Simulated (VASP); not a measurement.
Input:

```
CELL_PARAMETERS angstrom
     -2.64000     2.64000     2.64000
      2.64000    -2.64000     2.64000
      2.64000     2.64000    -2.64000
ATOMIC_POSITIONS crystal
  K  0.00000 0.00000 0.00000
```

All values below come from TPSS meta-GGA, VASP's PBE PAW potentials (set 64) (plane waves; VASP). Run with 520 eV cut-off, 9×9×9 Γ-centred mesh, first-order Methfessel-Paxton smearing of 0.10 eV, potentials K_sv.

Energy and stress use the plane-wave basis of the starting cell.

**Question.** The ions, cell shape and volume are relaxed. What does this cell relax into?

**Answer.** 
```
CELL_PARAMETERS angstrom
     -2.67664     2.67664     2.67664
      2.67664    -2.67664     2.67664
      2.67664     2.67664    -2.67664
ATOMIC_POSITIONS crystal
  K  0.00000 0.00000 0.00000
```
Space group Im-3m (229), at a tolerance of 0.03 Å.

**Question.** How do energy and volume change from the first to the last step?

**Answer.** The energy (σ→0) changes by -1.6 meV/atom and the volume by +4.2 %, in 3 ionic steps.

The compound is K in the bcc structure. This run relaxes it. Symmetry was kept, so distortions that lower it aren't found.
